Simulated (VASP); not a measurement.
Calculation: optB88-vdW, VASP's PBE PAW potentials (set 64) (plane waves; VASP 6.6.1).

VASP input:

### KPOINTS
```
Automatic mesh
0
G
 17 17 9
0 0 0
```

**INCAR**
```
! general
SYSTEM   = Co
PREC     = Accurate
ENCUT    = 520
LREAL    = F
LASPH    = T

! electronic loop
EDIFF    = 1E-7
NELM     = 100
ALGO     = Normal
LMAXMIX  = 4

! smearing
ISMEAR   = 1
SIGMA    = 0.1

! functional
GGA      = BO
LUSE_VDW = T
AGGAC    = 0.0
PARAM1   = 0.1833333333
PARAM2   = 0.22

! spin
ISPIN    = 2
MAGMOM   = 1.6 1.6

! ions
IBRION   = 2
NSW      = 30
ISIF     = 4
EDIFFG   = -0.01

! output
LWAVE    = F
LCHARG   = F
LORBIT   = 10
```

**POSCAR**
```
Co
1.0
  1.2432969283  -2.1534536786   0.0000000000
  1.2432969283   2.1534536786   0.0000000000
  0.0000000000   0.0000000000   4.0073946056
Co
2
Cartesian
  1.2432969283   0.7178193285   1.0018486514
  1.2432969283  -0.7178193285   3.0055459542
```

POTCAR, in this order: Co (PBE.64 set). Program: vasp_std.

What VASP printed:

**OSZICAR**
```
       N       E                     dE             d eps       ncg     rms          rms(c)
DAV:   1     0.865516229673E+02    0.86552E+02   -0.83565E+03 10028   0.160E+03
DAV:   2    -0.837866111756E+01   -0.94930E+02   -0.87734E+02  9914   0.257E+02
DAV:   3    -0.105626151145E+02   -0.21840E+01   -0.21256E+01 12035   0.555E+01
DAV:   4    -0.105963600021E+02   -0.33745E-01   -0.33736E-01 14459   0.523E+00
DAV:   5    -0.105965713592E+02   -0.21136E-03   -0.21135E-03 12289   0.421E-01    0.140E+01
DAV:   6    -0.916867363352E+01    0.14279E+01   -0.11802E+01 10726   0.699E+01    0.677E+00
DAV:   7    -0.879678561030E+01    0.37189E+00   -0.17190E+00 11083   0.259E+01    0.361E+00
DAV:   8    -0.878147251167E+01    0.15313E-01   -0.18487E-02 13772   0.160E+00    0.188E+00
DAV:   9    -0.876724620262E+01    0.14226E-01   -0.45619E-03 14910   0.114E+00    0.625E-01
DAV:  10    -0.876791325552E+01   -0.66705E-03   -0.57714E-04 13221   0.351E-01    0.330E-01
DAV:  11    -0.876796629536E+01   -0.53040E-04   -0.31453E-04 12386   0.270E-01    0.301E-02
DAV:  12    -0.876796558417E+01    0.71119E-06   -0.15836E-05 11543   0.371E-02    0.147E-02
DAV:  13    -0.876796532119E+01    0.26298E-06   -0.26601E-06 14116   0.238E-02    0.967E-03
DAV:  14    -0.876796584086E+01   -0.51968E-06   -0.49025E-07 11431   0.944E-03    0.414E-03
DAV:  15    -0.876796566012E+01    0.18075E-06   -0.66232E-08  5987   0.467E-03    0.109E-03
DAV:  16    -0.876796564773E+01    0.12386E-07   -0.17333E-08  5496   0.196E-03
   1 F= -.87679656E+01 E0= -.87682437E+01  d E =-.876797E+01  mag=     3.1618
```

**OUTCAR**
```
------------------------ aborting loop because EDIFF is reached ----------------------------------------
  FORCE on cell =-STRESS in cart. coord.  units (eV):
  Direction    XX          YY          ZZ          XY          YZ          ZX
  --------------------------------------------------------------------------------------
  Total       -0.0278509     -0.0278509     -0.0302636      0.0000000     -0.0000000     -0.0000000
  in kB       -2.0794410     -2.0794414     -2.2595838      0.0000000     -0.0000000     -0.0000000
  external PRESSURE =      -2.1394887 kB  Pullay stress =       0.0000000 kB
  volume of cell :       21.46
      direct lattice vectors                 reciprocal lattice vectors
     1.243296928 -2.153453679  0.000000000     0.402156547 -0.232185166  0.000000000
     1.243296928  2.153453679  0.000000000     0.402156547  0.232185166  0.000000000
     0.000000000  0.000000000  4.007394606     0.000000000  0.000000000  0.249538690
 POSITION                                       TOTAL-FORCE (eV/Angst)
 -----------------------------------------------------------------------------------
      1.24330      0.71782      1.00185         0.000000      0.000000      0.000000
      1.24330     -0.71782      3.00555        -0.000000     -0.000000      0.000000
 -----------------------------------------------------------------------------------
    total drift:                               -0.000000      0.000002     -0.000029
  FREE ENERGIE OF THE ION-ELECTRON SYSTEM (eV)
  ---------------------------------------------------
  free  energy   TOTEN  =        -8.7679656477 eV

  energy  without entropy=       -8.7687999214  energy(sigma->0) =       -8.76824374

 total charge

# of ion       s       p       d       tot
------------------------------------------
    1        0.489   0.517   7.304   8.311
    2        0.489   0.517   7.304   8.311
--------------------------------------------------
tot          0.979   1.035  14.608  16.621

 magnetization (x)

# of ion       s       p       d       tot
------------------------------------------
    1       -0.014  -0.047   1.654   1.592
    2       -0.014  -0.047   1.654   1.592
--------------------------------------------------
tot         -0.029  -0.094   3.308   3.185

 reached required accuracy - stopping structural energy minimisation
```
(Selected blocks of OUTCAR.)

The compound is Co in the hcp structure. It was relaxed first.
